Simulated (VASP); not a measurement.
Here is the system:

```
PbS
1.0
    0.04479     2.98613     2.98613
    2.98613     0.04479     2.98613
    3.03092     3.03092     0.00000
Pb S
1 1
Direct
  0.00000   0.00000   0.00000
  0.50000   0.50000   0.50000
```

Method: r2SCAN meta-GGA, VASP's PBE PAW potentials (set 64) (plane waves; VASP). Numerical set-up: 480 eV cut-off, 8×8×8 Γ-centred mesh, Gaussian smearing of 0.050 eV, potentials Pb_d S.

**Question.** Estimate the energy per atom (σ→0).

**Answer.** 
```
Quantity                        Result
---------------------  ---------------
energy per atom (σ→0)  -32.805 eV/atom
```

The absolute energy has meaning only against runs of the same code, potentials and settings.

The compound is PbS in the rock salt structure. This cell was strained or had an atom moved on purpose.
